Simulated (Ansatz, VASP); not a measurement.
# TlBiSe3 in two plane-wave programs, part 2 of 2

Wanted: the spread between two codes on one cell, functional and k mesh. The cell is generated by rule, not measured, and may not be a known phase. The cell is taken from a series of runs on this material, whose earlier steps may have relaxed, scaled, displaced or heated it; both programs get it as it stands.

VASP 6.6.1 and Ansatz 0.2.0.

So far: The structure; VASP: relaxation of cell and atoms, PBEsol.

The structure was built from a prototype and need not be the compound's stable phase.

## (3) Ansatz: relaxation of cell and atoms, PBEsol

Level of this step: Ansatz beside VASP: Kohn-Sham DFT, plane waves, PBEsol (Ansatz).

Ansatz runs on its PAW soft_1 files.

The same cell, functional, mesh and smearing now go to Ansatz, which takes its cutoff from its data sets.

Input file input.yaml:

```yaml
crystal:
  lattice:
    - [7.7941552275, 0.0, 0.0]
    - [0.0, 4.3131859053, 0.0]
    - [0.0, 0.0, 8.7083206114]
  atoms:
    - { symbol: Tl, position: [0.25, 0.0, 0.3296195603] }
    - { symbol: Tl, position: [0.75, 0.0, 0.6703804397] }
    - { symbol: Bi, position: [0.25, 0.5, 0.7355678189] }
    - { symbol: Bi, position: [0.75, 0.5, 0.2644321811] }
    - { symbol: Se, position: [0.5, 0.5, 0.0] }
    - { symbol: Se, position: [0.0, 0.5, 0.5] }
    - { symbol: Se, position: [0.0, 0.5, 0.0] }
    - { symbol: Se, position: [0.5, 0.5, 0.5] }
    - { symbol: Se, position: [0.25, 0.0, 0.9567351885] }
    - { symbol: Se, position: [0.75, 0.0, 0.0432648115] }
kpoints:
  mp_grid: { grid: [6, 8, 4] }
hamiltonian:
  xc: pbesol
  pseudopotentials: { kind: paw, azcp: { folder: soft_1 }, xc_functional: pbe }
scf:
  occupations: { method: methfessel_paxton, width: 0.2 }
output:
  forces: true
  stress: true
  eigenvalues: true
relax:
  adjacent_minimum: "off"
  f_tol: 0.001
  max_steps: 60
  cell: { stress_tol: 0.01 }
```

Started as:

```console
$ ansatz run input.yaml --threads 8 --pin off --max-ram 16384MiB --backend cpu --events-out ev --progress --plain --runs-dir out
```

Numbers of over 12 decimals in the logs are rounded to 6 here.

The log of the run:

```text
Engine: ansatz 0.2.0, aarch64-unknown-linux-gnu
Pseudopotentials: kind: paw
Pseudopotential: Tl, paw, valence charge 13, recommended cutoff 420 eV (normal), soft_1/Tl.paw.azcp
Pseudopotential: Bi, paw, valence charge 15, recommended cutoff 420 eV (normal), soft_1/Bi.paw.azcp
Pseudopotential: Se, paw, valence charge 16, recommended cutoff 420 eV (normal), soft_1/Se.paw.azcp
Functional definition: PBEsol
  exchange = pbesol_x
  correlation = pbesol_c
Crystal: 10 atoms, lattice volume = 292.753 Å³
Basis set: ecut = 420 eV, 5697 PW (Γ), exchange–correlation on 108×60×120 points (8 copies of the dense FFT grid, shifted against one another)
Bands: 92, of which v1, the nominal top of the filled ones, is band 76 counted from 1 (75 counted from 0)
Symmetry: 8 space group operations
Space group: Pmma (ITA 51), of the structure as read, at distance tolerance 6.6e-5 Å
k-points: 60 of 192
Non-local potential: Tl, projectors of the file, l = 0: 2, l = 1: 2, l = 2: 2, l = 3: 1
Non-local potential: Bi, projectors of the file, l = 0: 2, l = 1: 2, l = 2: 2, l = 3: 1
Non-local potential: Se, projectors of the file, l = 0: 2, l = 1: 2, l = 2: 3, l = 3: 1
PAW form: soft (Blöchl's): semilocal exchange-correlation on the pseudo side does not see the compensation charge
PAW frozen core: Tl, regenerated for the run's functional, and the local potential with it (the file was generated under x = pbe(κ = 0.804, μ = 0.219515), c = pbe(β = 0.066725))
PAW frozen core: Bi, regenerated for the run's functional, and the local potential with it (the file was generated under x = pbe(κ = 0.804, μ = 0.219515), c = pbe(β = 0.066725))
PAW frozen core: Se, regenerated for the run's functional, and the local potential with it (the file was generated under x = pbe(κ = 0.804, μ = 0.219515), c = pbe(β = 0.066725))
PAW one-centre angular grid: Tl, 590 points (default); XC on 64 Gauss nodes
PAW one-centre angular grid: Bi, 590 points (default); XC on 64 Gauss nodes
PAW one-centre angular grid: Se, 590 points (default); XC on 64 Gauss nodes
Initial density: superposition of atomic densities (chi_scale 0.1, normalization cell, long waves kept (reshape's long-wave potential 0.55 eV rms))
Initial wavefunctions: pseudopotential atomic-orbital guess
Functional: x = pbesol(κ = 0.804, μ = 0.123457), c = pbesol(β = 0.046)
SCF iter   1: F=—  HF=-79636.910998 eV  |F-HF|=—  |Δ(HF+E_count)|=         —  Δρ=4.67e-2  dr2=4.29e1  ethr=3.10e-3  ⟨swp⟩=7.0  Hψ=21447  notcnv=0
preconditioner: auto → LDOS  [metal: Δε(μ)=0.003 eV  Ē_g=11.070 eV  σ=0.200 eV  W_gap=0.01  n_scr=74 (ndim 8)  ℏωp=18.4 eV  f_vac=0.024  D(μ)=5.46/eV (n_scr^D=38)  β→1.0]
SCF iter   2: F=—  HF=-79631.239632 eV  |F-HF|=—  |Δ(HF+E_count)|=    5.67e0  S|Δr|=    0.00e0  Δρ=2.79e-2  dr2=3.33e0  ethr=3.10e-3  ⟨swp⟩=3.8  Hψ=12356  notcnv=0  defer=350
SCF iter   3: F=—  HF=-79630.321763 eV  |F-HF|=—  |Δ(HF+E_count)|=   9.18e-1  S|Δr|=    0.00e0  Δρ=7.68e-3  dr2=3.22e-1  ethr=2.19e-3  ⟨swp⟩=3.0  Hψ=11692  notcnv=0  defer=439
SCF iter   4: F=—  HF=-79630.199741 eV  |F-HF|=—  |Δ(HF+E_count)|=   1.22e-1  S|Δr|=    0.00e0  Δρ=2.11e-3  dr2=3.49e-2  ethr=2.12e-4  ⟨swp⟩=2.0  Hψ=10855  notcnv=0  defer=438
SCF iter   5: F=—  HF=-79630.193746 eV  |F-HF|=—  |Δ(HF+E_count)|=   6.00e-3  S|Δr|=    0.00e0  Δρ=6.35e-4  dr2=2.21e-3  ethr=2.29e-5  ⟨swp⟩=2.0  Hψ=7346  notcnv=0  defer=433
SCF iter   6: F=—  HF=-79630.193260 eV  |F-HF|=—  |Δ(HF+E_count)|=   4.86e-4  S|Δr|=    0.00e0  Δρ=2.11e-4  dr2=2.26e-4  ethr=1.45e-6  ⟨swp⟩=2.0  Hψ=8456  notcnv=0  defer=433
SCF iter   7: F=—  HF=-79630.193216 eV  |F-HF|=—  |Δ(HF+E_count)|=   4.39e-5  S|Δr|=    0.00e0  Δρ=5.22e-5  dr2=1.10e-5  ethr=1.48e-7  ⟨swp⟩=2.0  Hψ=8916  notcnv=0  defer=433
SCF iter   8: F=—  HF=-79630.193281 eV  |F-HF|=—  |Δ(HF+E_count)|=   6.49e-5  S|Δr|=    0.00e0  Δρ=1.86e-5  dr2=1.86e-6  ethr=7.24e-9  ⟨swp⟩=2.0  Hψ=9110  notcnv=0  defer=431
SCF iter   9: F=—  HF=-79630.193281 eV  |F-HF|=—  |Δ(HF+E_count)|=   1.31e-7  S|Δr|=    0.00e0  Δρ=5.83e-6  dr2=1.03e-7  ethr=1.23e-9  ⟨swp⟩=2.0  Hψ=8448  notcnv=0  defer=431
SCF iter  10: F=-79630.193281 eV  HF=-79630.193281 eV  |F-HF|=4.37e-10  |Δ(HF+E_count)|=   3.95e-8  S|Δr|=    0.00e0  Δρ=1.95e-6  dr2=1.42e-8  ethr=6.58e-11  ⟨swp⟩=11.6  Hψ=25604  notcnv=0
SCF 1 converged in 10 iterations: F = -79630.193281 eV  dr2 = 1.42e-8
  greatest PAW one-centre occupation: 1.000 electrons in one spin orbital (limit 2), on the Se atom at site 9 (counted from 0), in its partial waves of l = 2
relax step   1: F+E_penalty+E_count = -79630.19328072 eV  Δ(F+E_penalty+E_count) = +0.000e0 eV  max|allowed force component| = 1.736e-2 eV/Å  Δτ_max = 0.0000 Å  P = -0.019 GPa  Ω = 292.753 Å³  (10 SCF iters, dr2 threshold 1.00e-7 eV, accepted)
Crystal: 10 atoms, lattice volume = 292.584 Å³
[...]
eigensolver tolerance schedule: the retry pair's looser diagonalisation over-reported the residual by 63661.29 of it (diagonalisation noise at an unbounded share of the residual, at the tolerance the schedule requests for it); recorded, not acted on — ethr = c·dr2/N_el stays at c = 1.0e-1
SCF iter   2: F=—  HF=-79630.193738 eV  |F-HF|=—  |Δ(HF+E_count)|=   6.94e-5  S|Δr|=    0.00e0  Δρ=5.52e-7  dr2=6.99e-10  ethr=1.92e-12  ⟨swp⟩=3.0  Hψ=12759  notcnv=0
SCF iter   3: F=—  HF=-79630.193738 eV  |F-HF|=—  |Δ(HF+E_count)|=   1.16e-9  S|Δr|=    0.00e0  Δρ=2.35e-7  dr2=1.52e-10  ethr=1.00e-12  ⟨swp⟩=2.0  Hψ=10094  notcnv=0
SCF iter   4: F=—  HF=-79630.193738 eV  |F-HF|=—  |Δ(HF+E_count)|=  1.46e-11  S|Δr|=    0.00e0  Δρ=6.04e-8  dr2=2.29e-11  ethr=1.00e-12  ⟨swp⟩=1.0  Hψ=5522  notcnv=0
SCF iter   5: F=-79630.193738 eV  HF=-79630.193738 eV  |F-HF|=1.46e-11  |Δ(HF+E_count)|=  1.46e-11  S|Δr|=    0.00e0  Δρ=1.58e-8  dr2=1.23e-12  ethr=1.00e-12  ⟨swp⟩=5.2  Hψ=24168  notcnv=0
SCF 6 converged in 5 iterations: F = -79630.193738 eV  dr2 = 1.23e-12
relax step   6: F+E_penalty+E_count = -79630.19373802 eV  Δ(F+E_penalty+E_count) = +4.234e-5 eV  max|allowed force component| = 2.305e-4 eV/Å  Δτ_max = 0.0000 Å  P = -0.001 GPa  Ω = 292.159 Å³  stress off target by 2.75e-3 GPa  SCF on the basis re-selected at this cell (its energy is not comparable with the rows above)  (5 SCF iters)
basis re-selected at this cell: Δ(F+E_penalty+E_count) = +4.234e-5 eV, ΔP = +0.000 GPa vs the last step (what re-selecting the basis moved, of the pressure what is left beyond the Pulay correction that the steps carried, after the strain that the cell walked since its last selection, with what the two solves' SCF thresholds leave and, on support functions, any second-order correction that the steps lacked; it is no m [...]
SCF converged after 5 iterations
Stability not checked: this state was not tested for a lower state beside it, because cold or Methfessel-Paxton smearing, or corrected tetrahedra, fill the levels in a way that the test cannot read (fill_not_monotonic; see scf.lower_state_search)
Free energy (F): -79630.193738 eV
Harris-Foulkes:  -79630.193738 eV  (|F-HF|=1.46e-11)
Internal energy: -79630.195236 eV  (E = F + TS)
E sigma→0 (E₀):  -79630.194113 eV
Entropy (-TS):   0.001498 eV (0.150 meV/atom)
Fermi energy:    8.140638 eV
Step filling:    the computed levels leave a gap of 0.0036 eV = 0.0 smearing widths at the electron count; against every level under it full and every level over it empty, smearing changes F+E_penalty+E_count by -1.540 meV and its σ→0 estimate by -1.914 meV
--- Per-component energies (eV) ---
  E_band       = -2635.409171
  E_kinetic    = 1695.710146
  E_local      = -21794.792033  (includes V_loc(G=0)·N_el)
  E_nonlocal   = -655.587870
  E_hartree    = 10686.382403
  E_xc         = -1176.879232
  E_vxc        = -1049.228890  (∫ρ·V_xc dr)
  E_paw        = -53608.661366  (= ΣΔE_a)
  E_vpaw       = -2204.273440  (= ΣTr[D̂ρ^β])
  E_aug_tail   = -0.001886  (compensation charges beyond the density's cutoff)
  E_ewald      = -14782.672363
  E_core_change = 6.306965  (= ΣΔE_core)
  E_smearing   = 0.001498  (= −TS)
  E_closure    = -0.000000  (closes the sum)
  Σ components = -79630.193738   (vs F -79630.193738, Δ=0.00e0)
--- Forces (eV/Å), atoms counted from 1 ---
  atom   1  Tl     0.00000000     0.00000000    -0.00014345
  atom   2  Tl     0.00000000     0.00000000     0.00014345
  atom   3  Bi     0.00000000     0.00000000    -0.00005046
  atom   4  Bi     0.00000000     0.00000000     0.00005046
  atom   5  Se     0.00000000     0.00000000     0.00000000
  atom   6  Se     0.00000000     0.00000000     0.00000000
  atom   7  Se     0.00000000     0.00000000     0.00000000
  atom   8  Se     0.00000000     0.00000000     0.00000000
  atom   9  Se     0.00000000     0.00000000     0.00023050
  atom  10  Se     0.00000000     0.00000000    -0.00023050
  max |Σ_I F_I| component: 2.71e-20 eV/Å
--- Stress (GPa, compression-positive) ---
       -0.000334       0.000000       0.000000
        0.000000      -0.000289       0.000000
        0.000000       0.000000      -0.002752
  P = ⅓ Tr σ = -0.0011 GPa (-0.011 kbar)
--- Band table (eV; the first three rows and the last of 60) ---
  k-point 0: bands = [... 72 lower, 6.7713, 6.9961, 7.2266, 7.7680, 8.2975, 8.3151, 8.6617, 9.1309, ... 12 higher]
  k-point 1: bands = [... 72 lower, 6.8773, 6.9937, 7.3687, 7.7761, 8.3804, 8.6594, 9.3450, 9.3561, ... 12 higher]
  k-point 2: bands = [... 72 lower, 6.9311, 6.9912, 7.3459, 7.7598, 8.2109, 9.2772, 9.8059, 9.9407, ... 12 higher]
  k-point 59: bands = [... 72 lower, 6.7087, 6.7087, 7.9881, 7.9881, 8.7733, 8.7733, 9.2866, 9.2866, ... 12 higher]
--- Relaxed structure (5 steps of the walk, 5 accepted, 1 SCFs on fresh bases) ---
  F+E_penalty+E_count = -79630.19373802 eV   max|allowed force component| = 2.305e-4 eV/Å   (the final SCF, on the basis selected at the relaxed cell)
  cell:  # Å, volume = 292.1595 Å³
    - [7.797406, 0.0, 0.0]
    - [0.0, 4.297986, 0.0]
    - [0.0, 0.0, 8.717758]
  atoms:
    - { symbol: Tl, position: [0.25, 0, 0.329964] }
    - { symbol: Tl, position: [0.75, 0, 0.670036] }
    - { symbol: Bi, position: [0.25, 0.500000, 0.735271] }
    - { symbol: Bi, position: [0.75, 0.500000, 0.264729] }
    - { symbol: Se, position: [0.5, 0.500000, 0] }
    - { symbol: Se, position: [0, 0.500000, 0.500000] }
    - { symbol: Se, position: [0, 0.500000, 0] }
    - { symbol: Se, position: [0.5, 0.500000, 0.500000] }
    - { symbol: Se, position: [0.25, 0, 0.958107] }
    - { symbol: Se, position: [0.75, 0, 0.041893] }
```

## (4) Differences

Known differences besides the potentials themselves: the data sets hold 152 valence electrons in Ansatz (on its PAW soft_1 files) and 92 in VASP; the cutoff is 420 eV in Ansatz and 500 eV in VASP; Ansatz makes its cores anew for this functional, VASP keeps those of its PBE data sets; Ansatz adds a Pulay correction to the stress that steers its cell, VASP none. Total energies have different zeros and are not compared.

The two programs side by side:

```
                                         quantity  Ansatz    VASP  difference
                                      volume (Å³)  292.16  292.24     -0.03 %
edge a after relaxation, in the typed setting (Å)   7.797   7.801     -0.05 %
edge b after relaxation, in the typed setting (Å)   4.298   4.296     +0.04 %
edge c after relaxation, in the typed setting (Å)   8.718   8.720     -0.02 %
```

## (5) Results

```
difference in edge a after relaxation, in the typed setting (relaxation of cell and atoms, PBEsol) : -0.051 %
```

**Reading.** The difference in edge a after relaxation, in the typed setting is -0.051 % (relaxation of cell and atoms, PBEsol), within the 1.2 % picked in this series as the mark of a large difference, as far as the stopping tolerances let one tell. The data sets hold unlike numbers of valence electrons (152 in Ansatz and 92 in VASP), so part of the differences comes from the potentials. Such differences can come from data sets, numerical settings and the points named under the comparisons, not from the functional's error against experiment.

[Lines on the potential files, build, host, timing and source positions are cut from VASP's logs without a mark.]

[Logs are printed without paths, hosts, clocks, repeated set-up lines and the standing remarks that a program may print on its own settings, such as how far it seeks lower states.]

[Hosts, paths, dates, database ids (printed as entryN), source tags and the programs' standing remarks are cut or masked in the printed files.]
